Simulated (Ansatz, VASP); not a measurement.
# LuSe: VASP beside Ansatz

One calculation is typed for both programs; each brings its own data sets. How far apart do they land? The cell is taken from a series of runs on this material, whose earlier steps may have relaxed, scaled, displaced or heated it; both programs get it as it stands.

Method: plane waves, with VASP 6.6.1 beside it; relaxation of cell and atoms at PBEsol, in Ansatz 0.2.0.

### 1. Starting point

The structure is cubic, space group Fm-3m (No. 225). Conventional cell: a = 5.551 Å, b = 5.551 Å, c = 5.551 Å, α = 90.00°, β = 90.00°, γ = 90.00°. Nearest to Lu lie 6 Se at 2.78 Å. Nearest to Se lie 6 Lu at 2.78 Å. Farther neighbours and most contacts between anions are not listed.

Structure file:

```cif
data_structure
_symmetry_space_group_name_H-M 'Fm-3m'
_symmetry_Int_Tables_number 225
_cell_length_a 5.5510
_cell_length_b 5.5510
_cell_length_c 5.5510
_cell_angle_alpha 90.000
_cell_angle_beta 90.000
_cell_angle_gamma 90.000
_cell_volume 171.05
loop_
_atom_site_label
_atom_site_type_symbol
_atom_site_symmetry_multiplicity
_atom_site_Wyckoff_symbol
_atom_site_fract_x
_atom_site_fract_y
_atom_site_fract_z
_atom_site_occupancy
Lu1 Lu 4 a 0.00000 0.00000 0.00000 1
Se1 Se 4 b 0.00000 0.50000 0.00000 1
```

### 2. Ansatz: relaxation of cell and atoms, PBEsol

Ansatz runs on its default PAW (the set named soft_2) files.

The relaxed volume is the usual yardstick between codes: in a stiff, nearly cubic crystal its relative difference is about their pressure difference at one cell divided by the bulk modulus.

File input.yaml:

```yaml
crystal:
  lattice:
    - [-2.7755223327, 0.0, 2.7755223327]
    - [0.0, 2.7755223327, 2.7755223327]
    - [-2.7755223327, 2.7755223327, 0.0]
  atoms:
    - { symbol: Lu, position: [0.0, 0.0, 0.0] }
    - { symbol: Se, position: [0.5, 0.5, 0.5] }
kpoints:
  mp_grid: { grid: [12, 12, 12] }
hamiltonian:
  xc: pbesol
scf:
  occupations: { method: methfessel_paxton, width: 0.15 }
output:
  forces: true
  stress: true
  eigenvalues: true
relax:
  adjacent_minimum: "off"
  f_tol: 0.001
  max_steps: 60
  cell: { stress_tol: 0.01 }
```

Command:

```
$ ansatz run input.yaml --threads 2 --pin off --max-ram 5120MiB --backend cpu --events-out ev --progress --plain --runs-dir out
```

Numbers of over 12 decimals in the logs are rounded to 6 here.

What it wrote:

```text
Engine: ansatz 0.2.0, x86_64-unknown-linux-gnu
Pseudopotentials: kind: paw
Pseudopotential: Lu, paw, valence charge 25, recommended cutoff 420 eV (normal), Lu.paw.azcp
Pseudopotential: Se, paw, valence charge 16, recommended cutoff 420 eV (normal), Se.paw.azcp
Functional definition: PBEsol
  exchange = pbesol_x
  correlation = pbesol_c
Crystal: 2 atoms, lattice volume = 42.763 Å³
Basis set: ecut = 420 eV, 869 PW (Γ), exchange–correlation on 54×54×54 points (8 copies of the dense FFT grid, shifted against one another)
Bands: 25, of which v1, the nominal top of the filled ones, is band 21 counted from 1 (20 counted from 0)
Symmetry: 48 space group operations
Space group: Fm-3m (ITA 225), of the structure as read, at distance tolerance 3.5e-5 Å
k-points: 72 of 1728
Non-local potential: Lu, projectors of the file, l = 0: 3, l = 1: 2, l = 2: 2, l = 3: 3
Non-local potential: Se, projectors of the file, l = 0: 2, l = 1: 2, l = 2: 3, l = 3: 1
PAW form: soft (Blöchl's): semilocal exchange-correlation on the pseudo side does not see the compensation charge
PAW frozen core: Lu, regenerated for the run's functional, and the local potential with it (the file was generated under x = pbe(κ = 0.804, μ = 0.219515), c = pbe(β = 0.066725))
PAW frozen core: Se, regenerated for the run's functional, and the local potential with it (the file was generated under x = pbe(κ = 0.804, μ = 0.219515), c = pbe(β = 0.066725))
PAW one-centre angular grid: Lu, 590 points (default); XC on 64 Gauss nodes
PAW one-centre angular grid: Se, 590 points (default); XC on 64 Gauss nodes
Initial density: superposition of atomic densities (neutral atoms: chi_scale 0, normalization atom), corrected by the library's trained network
Initial wavefunctions: pseudopotential atomic-orbital guess
Functional: x = pbesol(κ = 0.804, μ = 0.123457), c = pbesol(β = 0.046)
SCF iter   1: F=—  HF=-20038.938972 eV  |F-HF|=—  |Δ(HF+E_count)|=         —  Δρ=2.43e-3  dr2=3.32e-3  ethr=1.77e-3  ⟨swp⟩=5.2  Hψ=8556  notcnv=0
preconditioner: auto → Kerker (q_TF=auto, 2.709 Å⁻¹)  [metal: Δε(μ)=0.065 eV  Ē_g=13.395 eV  σ=0.150 eV  W_gap=0.34  n_scr=14 (ndim 8)  ℏωp=30.6 eV  f_vac=0.000  D(μ)=0.41/eV (n_scr^D=0)]
SCF iter   2: F=—  HF=-20038.935435 eV  |F-HF|=—  |Δ(HF+E_count)|=   3.54e-3  S|Δr|=    0.00e0  Δρ=1.43e-3  dr2=1.11e-3  ethr=8.11e-6  ⟨swp⟩=3.1  Hψ=4897  notcnv=0
SCF iter   3: F=—  HF=-20038.935339 eV  |F-HF|=—  |Δ(HF+E_count)|=   9.51e-5  S|Δr|=    0.00e0  Δρ=6.84e-4  dr2=2.10e-4  ethr=2.72e-6  ⟨swp⟩=2.0  Hψ=2649  notcnv=0
SCF iter   4: F=—  HF=-20038.935256 eV  |F-HF|=—  |Δ(HF+E_count)|=   8.33e-5  S|Δr|=    0.00e0  Δρ=3.38e-4  dr2=5.47e-5  ethr=5.13e-7  ⟨swp⟩=3.1  Hψ=3801  notcnv=0
SCF iter   5: F=—  HF=-20038.935235 eV  |F-HF|=—  |Δ(HF+E_count)|=   2.12e-5  S|Δr|=    0.00e0  Δρ=1.19e-4  dr2=2.85e-6  ethr=1.33e-7  ⟨swp⟩=2.7  Hψ=3806  notcnv=0
SCF iter   6: F=—  HF=-20038.935237 eV  |F-HF|=—  |Δ(HF+E_count)|=   1.64e-6  S|Δr|=    0.00e0  Δρ=3.40e-5  dr2=1.99e-7  ethr=6.95e-9  ⟨swp⟩=2.1  Hψ=3304  notcnv=0
SCF iter   7: F=-20038.935236 eV  HF=-20038.935236 eV  |F-HF|=3.94e-9  |Δ(HF+E_count)|=   1.45e-7  S|Δr|=    0.00e0  Δρ=5.79e-6  dr2=1.20e-8  ethr=2.44e-10  ⟨swp⟩=9.9  Hψ=11921  notcnv=0
SCF 1 converged in 7 iterations: F = -20038.935236 eV  dr2 = 1.20e-8
  greatest PAW one-centre occupation: 1.000 electrons in one spin orbital (limit 2), on the Se atom at site 1 (counted from 0), in its partial waves of l = 2
relax step   1: F+E_penalty+E_count = -20038.93523643 eV  Δ(F+E_penalty+E_count) = +0.000e0 eV  max|allowed force component| = 6.179e-30 eV/Å  Δτ_max = 0.0000 Å  P = -0.054 GPa  Ω = 42.763 Å³  (7 SCF iters, dr2 threshold 1.00e-7 eV, accepted)
[...]
relax step   2: F+E_penalty+E_count = -20038.93524945 eV  Δ(F+E_penalty+E_count) = -1.303e-5 eV  max|allowed force component| = 1.052e-29 eV/Å  Δτ_max = 0.0000 Å  P = +0.063 GPa  Ω = 42.709 Å³  energy of the carried Pulay correction = +1.450e-5 eV  (6 SCF iters, dr2 threshold 7.33e-9 eV, rejected (line search))
[...]
relax step   3: F+E_penalty+E_count = -20038.93524732 eV  Δ(F+E_penalty+E_count) = -1.089e-5 eV  max|allowed force component| = 4.602e-31 eV/Å  Δτ_max = 0.0000 Å  P = -0.000 GPa  Ω = 42.738 Å³  energy of the carried Pulay correction = +6.700e-6 eV  (9 SCF iters, accepted)
[...]
relax step   4: F+E_penalty+E_count = -20038.93524159 eV  Δ(F+E_penalty+E_count) = +5.734e-6 eV  max|allowed force component| = 3.550e-29 eV/Å  Δτ_max = 0.0000 Å  P = -0.000 GPa  Ω = 42.738 Å³  stress off target by 6.22e-5 GPa  SCF on the basis re-selected at this cell (its energy is not comparable with the rows above)  (5 SCF iters)
basis re-selected at this cell: Δ(F+E_penalty+E_count) = +5.734e-6 eV, ΔP = -0.000 GPa vs the last step (what re-selecting the basis moved, of the pressure what is left beyond the Pulay correction that the steps carried, after the strain that the cell walked since its last selection, with what the two solves' SCF thresholds leave and, on support functions, any second-order correction that the steps lacked; it is no m [...]
SCF converged after 5 iterations
Stability not checked: this state was not tested for a lower state beside it, because cold or Methfessel-Paxton smearing, or corrected tetrahedra, fill the levels in a way that the test cannot read (fill_not_monotonic; see scf.lower_state_search)
Free energy (F): -20038.935242 eV
Harris-Foulkes:  -20038.935242 eV  (|F-HF|=3.64e-12)
Internal energy: -20038.937593 eV  (E = F + TS)
E sigma→0 (E₀):  -20038.935829 eV
Entropy (-TS):   0.002352 eV (1.176 meV/atom)
Fermi energy:    16.331486 eV
--- Per-component energies (eV) ---
  E_band       = -255.141740
  E_kinetic    = 543.465585
  E_local      = -8517.382950  (includes V_loc(G=0)·N_el)
  E_nonlocal   = -11.587593
  E_hartree    = 3761.134829
  E_xc         = -322.922790
  E_vxc        = -359.799148  (∫ρ·V_xc dr)
  E_paw        = -9122.879835  (= ΣΔE_a)
  E_vpaw       = 567.893288  (= ΣTr[D̂ρ^β])
  E_aug_tail   = -0.000568  (compensation charges beyond the density's cutoff)
  E_ewald      = -6370.964889
  E_core_change = 2.200618  (= ΣΔE_core)
  E_smearing   = 0.002352  (= −TS)
  E_closure    = 0.000000  (closes the sum)
  Σ components = -20038.935242   (vs F -20038.935242, Δ=0.00e0)
--- Forces (eV/Å), atoms counted from 1 ---
  atom   1  Lu    -0.00000000     0.00000000    -0.00000000
  atom   2  Se     0.00000000     0.00000000     0.00000000
  max |Σ_I F_I| component: 5.10e-29 eV/Å
--- Stress (GPa, compression-positive) ---
       -0.000062      -0.000000      -0.000000
       -0.000000      -0.000062       0.000000
       -0.000000       0.000000      -0.000062
  P = ⅓ Tr σ = -0.0001 GPa (-0.001 kbar)
--- Band table (eV; the first three rows and the last of 72) ---
  k-point 0: bands = [... 17 lower, 13.4080, 13.4080, 13.4080, 16.0669, 16.0669, 16.0669, 16.6586, 17.0020]
  k-point 1: bands = [... 17 lower, 12.7964, 13.1367, 13.1367, 16.1548, 16.2263, 16.2263, 17.2640, 17.3774]
  k-point 2: bands = [... 17 lower, 11.7012, 12.5745, 12.5745, 16.2412, 16.6158, 16.6158, 18.3243, 18.3243]
  k-point 71: bands = [... 17 lower, 10.7580, 10.7580, 10.8136, 17.3217, 17.3217, 18.0508, 19.9222, 20.1704]
--- Relaxed structure (3 steps of the walk, 2 accepted, 1 SCFs on fresh bases) ---
  F+E_penalty+E_count = -20038.93524159 eV   max|allowed force component| = 3.550e-29 eV/Å   (the final SCF, on the basis selected at the relaxed cell)
  cell:  # Å, volume = 42.7379 Å³
    - [-2.774987, 0, 2.774987]
    - [0, 2.774987, 2.774987]
    - [-2.774987, 2.774987, 0]
  atoms:
    - { symbol: Lu, position: [0, 0, 0] }
    - { symbol: Se, position: [0.5, 0.5, 0.5] }
```

Reading the cycles: dr2 is the Hartree energy of the density residual (eV), the measure of convergence; HF is the Harris–Foulkes estimate of the energy, which meets the free energy F at convergence.

### 3. VASP: relaxation of cell and atoms, PBEsol

The same cell, functional, mesh and smearing now go to VASP, with its own data sets.

Lines of VASP's logs that name or quote its potential files are left out, and so is its time.

File INCAR:

```
SYSTEM = LuSe
PREC = Accurate
ENCUT = 500
EDIFF = 1E-07
NELM = 120
ISMEAR = 1
SIGMA = 0.15
LREAL = .FALSE.
ALGO = Normal
GGA = PS
NBANDS = 13
LORBIT = 11
LWAVE = .FALSE.
LCHARG = .FALSE.
ISIF = 3
IBRION = 2
NSW = 80
EDIFFG = -0.005
LASPH = .TRUE.
GGA_COMPAT = .FALSE.
NELMIN = 4
```

File POSCAR:

```
LuSe
1.0
   -2.7755220000      0.0000000000      2.7755220000
    0.0000000000      2.7755220000      2.7755220000
   -2.7755220000      2.7755220000      0.0000000000
Lu Se
1 1
Direct
    0.0000000000      0.0000000000      0.0000000000
    0.5000000000      0.5000000000      0.5000000000
```

File KPOINTS:

```
Automatic mesh
0
Gamma
12 12 12
0 0 0
```

Potentials, in the order of the species: Lu_3 and Se (PBE family, release 64).

Command:

```
$ mpirun -np 1 vasp_std
```

What it wrote:

```text
[banner, memory and clock lines left out]
running    1 mpi-ranks, on    1 nodes
 distrk:  each k-point on    1 cores,    1 groups
 distr:  one band on    1 cores,    1 groups

 POSCAR found type information on POSCAR LuSe
 POSCAR found :  2 types and       2 ions
|                                                                             |
|               ----> ADVICE to this user running VASP <----                  |
|                                                                             |
|     You enforced a specific xc type in the INCAR file but a different       |
|     [... a line on the potential file left out ...]
|     I HOPE YOU KNOW WHAT YOU ARE DOING!                                     |
|                                                                             |

 LDA part: xc-table for (Slater+PW92), standard interpolation
 POSCAR, INCAR and KPOINTS ok, starting setup
 FFT: planning ... GRIDC
 FFT: planning ... GRID_SOFT
 FFT: planning ... GRID
 WAVECAR not read
 entering main loop
       N       E                     dE             d eps       ncg     rms          rms(c)
DAV:   1     0.498891217595E+02    0.49889E+02   -0.65792E+03  2828   0.114E+03
DAV:   2    -0.956290728898E+01   -0.59452E+02   -0.55531E+02  3190   0.435E+02
DAV:   3    -0.121313686510E+02   -0.25685E+01   -0.25455E+01  2738   0.638E+01
DAV:   4    -0.121491991334E+02   -0.17830E-01   -0.17490E-01  2952   0.347E+00
DAV:   5    -0.121493802117E+02   -0.18108E-03   -0.18111E-03  2583   0.291E-01    0.209E+01
DAV:   6    -0.120721728747E+02    0.77207E-01   -0.16858E-01  3136   0.651E+00    0.131E+01
DAV:   7    -0.120855917754E+02   -0.13419E-01   -0.10110E-01  3118   0.598E+00    0.747E-01
DAV:   8    -0.120801079622E+02    0.54838E-02   -0.22939E-02  3168   0.210E+00    0.122E-01
DAV:   9    -0.120801296453E+02   -0.21683E-04   -0.72414E-04  2664   0.225E-01    0.764E-02
DAV:  10    -0.120801298986E+02   -0.25326E-06   -0.32651E-05  3161   0.600E-02    0.244E-02
DAV:  11    -0.120801288805E+02    0.10181E-05   -0.12151E-05  3084   0.393E-02    0.215E-02
DAV:  12    -0.120801279999E+02    0.88059E-06   -0.20534E-06  3137   0.210E-02    0.289E-03
DAV:  13    -0.120801279696E+02    0.30300E-07   -0.79765E-08  1011   0.369E-03
   1 F= -.12080128E+02 E0= -.12080765E+02  d E =-.120801E+02
 curvature:   0.00 expect dE= 0.000E+00 dE for cont linesearch  0.000E+00
 trial: gam= 0.00000 g(F)=  0.733E-65 g(S)=  0.120E-03 ort = 0.000E+00 (trialstep = 0.100E+01)
 search vector abs. value=  0.120E-03
 bond charge predicted
       N       E                     dE             d eps       ncg     rms          rms(c)
DAV:   1    -0.120805424848E+02   -0.41448E-03   -0.11262E-02  1893   0.300E+00    0.173E-01
DAV:   2    -0.120802573020E+02    0.28518E-03   -0.57181E-04  3147   0.297E-01    0.871E-02
DAV:   3    -0.120801389196E+02    0.11838E-03   -0.28700E-04  3023   0.286E-01    0.299E-02
DAV:   4    -0.120801390181E+02   -0.98521E-07   -0.63352E-06  3002   0.346E-02    0.214E-02
DAV:   5    -0.120801394172E+02   -0.39911E-06   -0.10776E-06  3111   0.289E-02    0.402E-03
DAV:   6    -0.120801394559E+02   -0.38645E-07   -0.35178E-08  1141   0.254E-03
   2 F= -.12080139E+02 E0= -.12080782E+02  d E =-.114863E-04
 trial-energy change:   -0.000011  1 .order   -0.000009   -0.000120    0.000102
 step:   0.5568(harm=  0.5412)  dis= 0.00000  next Energy=   -12.080162 (dE=-0.339E-04)
 bond charge predicted
       N       E                     dE             d eps       ncg     rms          rms(c)
DAV:   1    -0.120802418328E+02   -0.10242E-03   -0.21987E-03  1888   0.132E+00    0.770E-02
DAV:   2    -0.120801860936E+02    0.55739E-04   -0.11209E-04  3145   0.131E-01    0.387E-02
DAV:   3    -0.120801625090E+02    0.23585E-04   -0.56280E-05  3018   0.127E-01    0.132E-02
DAV:   4    -0.120801622515E+02    0.25752E-06   -0.12439E-06  3010   0.153E-02    0.945E-03
DAV:   5    -0.120801619497E+02    0.30175E-06   -0.20418E-07  2993   0.127E-02    0.180E-03
DAV:   6    -0.120801619309E+02    0.18840E-07   -0.79712E-09   996   0.118E-03
   3 F= -.12080162E+02 E0= -.12080802E+02  d E =-.339613E-04
 curvature:  -0.27 expect dE=-0.115E-07 dE for cont linesearch -0.115E-07
 trial: gam= 0.00000 g(F)=  0.235E-60 g(S)=  0.427E-07 ort =-0.227E-05 (trialstep = 0.911E+00)
 search vector abs. value=  0.428E-07
 reached required accuracy - stopping structural energy minimisation
```

OUTCAR, selected parts (step 3):

```text
ion  position               nearest neighbor table
   1  0.000  0.000  0.000-   2 2.78   2 2.78   2 2.78   2 2.78   2 2.78   2 2.78
   2  0.500  0.500  0.500-   1 2.78   1 2.78   1 2.78   1 2.78   1 2.78   1 2.78

  LATTYP: Found a face centered cubic cell.
 ALAT       =     5.5510440000

 Subroutine GETGRP returns: Found 48 space group operations
 (whereof 48 operations were pure point group operations)

The static configuration has the point symmetry O_h .

 Found     72 irreducible k-points:

   k-points           NKPTS =     72   k-points in BZ     NKDIM =     72   number of bands    NBANDS=     13

   dimension x,y,z NGX =    30 NGY =   30 NGZ =   30
   dimension x,y,z NGXF=    60 NGYF=   60 NGZF=   60

   ENCUT  =  500.0 eV  36.75 Ry    6.06 a.u.   7.16  7.16  7.16*2*pi/ulx,y,z

   NELECT =      15.0000    total number of electrons

 k-points in reciprocal lattice and weights: Automatic mesh
   0.00000000  0.00000000  0.00000000       0.001
   0.08333333  0.00000000  0.00000000       0.005
   0.16666667  0.00000000  0.00000000       0.005
   0.25000000  0.00000000  0.00000000       0.005
   0.33333333  0.00000000  0.00000000       0.005
   0.41666667  0.00000000  0.00000000       0.005
   0.50000000  0.00000000  0.00000000       0.002
   0.08333333  0.08333333  0.00000000       0.003
   0.16666667  0.08333333  0.00000000       0.014
[...]
-0.33333333  0.50000000  0.16666667       0.007
  -0.25000000  0.50000000  0.25000000       0.003

 average (electrostatic) potential at core
       1 -30.0565       2 -53.6532

 E-fermi :   6.2045

 k-point     1 :       0.0000    0.0000    0.0000
  band No.  band energies     occupation
    ...
      6       3.0971      2.00000
      7       3.0971      2.00000
      8       5.9700      2.04948
      9       5.9700      2.04948
     10       5.9700      2.04948
     11       6.5653     -0.00351
     12       6.9186     -0.00000
     13       6.9186     -0.00000

 k-point     2 :       0.0833    0.0000    0.0000
  band No.  band energies     occupation
    ...
      6       2.8442      2.00000
      7       2.8442      2.00000
      8       6.0457      2.06046
      9       6.1260      1.76584
     10       6.1260      1.76584
     11       7.1662     -0.00000
     12       7.2860     -0.00000
     13       7.2860     -0.00000

 k-point     3 :       0.1667    0.0000    0.0000
  band No.  band energies     occupation
    ...
      4      -9.4343      2.00000
      5       1.3353      2.00000
      6       2.3141      2.00000
      7       2.3141      2.00000
      8       6.1162      1.82968
      9       6.5130     -0.01326
     10       6.5130     -0.01326
     11       8.2263     -0.00000
     12       8.2263     -0.00000
     13       8.4687     -0.00000

  Total        0.0007683      0.0007683      0.0007683      0.0000000      0.0000000      0.0000000
  in kB        0.0288348      0.0288348      0.0288348      0.0000000      0.0000000      0.0000000
  external PRESSURE =       0.0288348 kB  Pullay stress =       0.0000000 kB

  energy-cutoff  :      500.00
  volume of cell :       42.69
      direct lattice vectors                 reciprocal lattice vectors
    -2.774002912 -0.000000000  2.774002912    -0.180244944 -0.180244944  0.180244944
     0.000000000  2.774002912  2.774002912     0.180244944  0.180244944  0.180244944
    -2.774002912  2.774002912 -0.000000000    -0.180244944  0.180244944 -0.180244944

 POSITION                                       TOTAL-FORCE (eV/Angst)
 -----------------------------------------------------------------------------------
      0.00000      0.00000      0.00000         0.000000      0.000000      0.000000
     -2.77400      2.77400      2.77400        -0.000000     -0.000000     -0.000000
 -----------------------------------------------------------------------------------
    total drift:                               -0.000000     -0.000000      0.000000

  FREE ENERGIE OF THE ION-ELECTRON SYSTEM (eV)
  ---------------------------------------------------
  free  energy   TOTEN  =       -12.0801619309 eV

  energy  without entropy=      -12.0820809758  energy(sigma->0) =      -12.08080161

 reached required accuracy - stopping structural energy minimisation

 total charge
# of ion       s       p       d       tot
------------------------------------------
    1        0.320   6.528   1.210   8.058
    2        1.427   2.498   0.057   3.982
--------------------------------------------------
tot          1.748   9.026   1.267  12.040

[... 3 further parts left out ...]
```

The data set Lu_3 holds the 4f electrons frozen in the core, so no f bands or f moments appear. This run has no spin polarisation. Its electron count is odd, so without a moment it is a metal by construction.

### 4. Differences

Known differences besides the potentials themselves: the data sets hold 41 valence electrons in Ansatz (on its default PAW (the set named soft_2) files) and 15 in VASP; the cutoff is 420 eV in Ansatz and 500 eV in VASP; Ansatz makes its cores anew for this functional, VASP keeps those of its PBE data sets; Ansatz adds a Pulay correction to the stress that steers its cell, VASP none. Total energies have different zeros and are not compared.

The two programs side by side:

```csv
quantity,Ansatz,VASP,difference
volume (Å³),42.74,42.69,+0.11 %
"edge a after relaxation, in the typed setting (Å)",3.924,3.923,+0.04 %
```

### 5. What came out

```yaml
difference_in_volume_relaxation_of_cell_and_atoms_pbesol: 0.11 %
```

**Reading.** The difference in volume is 0.11 % (relaxation of cell and atoms, PBEsol), within the 1.2 % picked in this series as the mark of a large difference, as far as the stopping tolerances let one tell. The data sets hold unlike numbers of valence electrons (41 in Ansatz and 15 in VASP), so part of the differences comes from the potentials. Such differences can come from data sets, numerical settings and the points named under the comparisons, not from the functional's error against experiment.

[Lines on the potential files, build, host, timing and source positions are cut from VASP's logs without a mark.]

[Logs are printed without paths, hosts, clocks, repeated set-up lines and the standing remarks that a program may print on its own settings, such as how far it seeks lower states.]

[Hosts, paths, dates, database ids (printed as entryN), source tags and the programs' standing remarks are cut or masked in the printed files.]
